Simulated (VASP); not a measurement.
The input files of a VASP run:

### INCAR
```
LORBIT = 10
LREAL = .False.   # projection in real space or not
PSTRESS = 20
LMAXMIX = 4   # l cut-off of mixed one-centre charges
ENCUT = 480
EDIFFG = -0.01   # ionic stop
PREC = Accurate
LCHARG = .False.
SYSTEM = Ni3Al
METAGGA = R2SCAN
LASPH = .True.   # aspherical one-centre terms
NELM = 100   # most electronic steps
SIGMA = 0.1
EDIFF = 1E-7
ISIF = 3   # ions, shape and volume
ISMEAR = 1   # Methfessel-Paxton
MAGMOM = -0.0 0.3 0.3 0.3
IBRION = 2   # conjugate gradients
NSW = 40
LWAVE = .False.
ISPIN = 2
ALGO = Normal
LMIXTAU = .True.
```

File KPOINTS:
```
Automatic
0
Gamma
  8 8 8
0 0 0
```

POSCAR:
```
Ni3Al
1
    3.5149474067     0.0000000000     0.0000000000
    0.0000000000     3.5149474067     0.0000000000
   -0.0000000000    -0.0000000000     3.5149474067
Al Ni
1 3
Direct
  0.0000000000   0.0000000000   0.0000000000
  0.0000000000   0.5000000000   0.5000000000
  0.5000000000   0.0000000000   0.5000000000
  0.5000000000   0.5000000000   0.0000000000
```

POTCAR, in this order: Al Ni (PBE.64 set). Program: vasp_std.

Task: Write an equivalent input for Ansatz.

Result: One equivalent input (not run):
Ansatz 0.2 input:
```yaml
crystal:
  lattice:
    - [3.5149474, 0.0000000, 0.0000000]
    - [0.0000000, 3.5149474, 0.0000000]
    - [0.0000000, 0.0000000, 3.5149474]
  atoms:
    - { symbol: Al, position: [0.0000000, 0.0000000, 0.0000000] }
    - { symbol: Ni, position: [0.0000000, 0.5000000, 0.5000000], spin: 0.3 }
    - { symbol: Ni, position: [0.5000000, 0.0000000, 0.5000000], spin: 0.3 }
    - { symbol: Ni, position: [0.5000000, 0.5000000, 0.0000000], spin: 0.3 }
kpoints:
  mp_grid: { grid: [8, 8, 8] }
hamiltonian:
  xc: r2scan
  pseudopotentials: { kind: paw }
magnetization: { spin_polarized: true }
scf:
  occupations: { method: methfessel_paxton, width: 0.1 }
  max_iter: 100
relax:
  max_steps: 40
  f_tol: 0.01
  cell: { p_target: 2 }
output: { forces: true, stress: true, eigenvalues: true }
```
Limits of the translation: each code has its own PAW files, so the cut-off isn't converted (ENCUT is set for VASP's; basis.ecutwfc is left out, and Ansatz then takes the one that its files recommend); Ansatz stops its SCF on the density residual and VASP on the energy change (EDIFF).

The compound is Ni3Al in the L1_2 structure. It was relaxed first under an external pressure of 2 GPa.
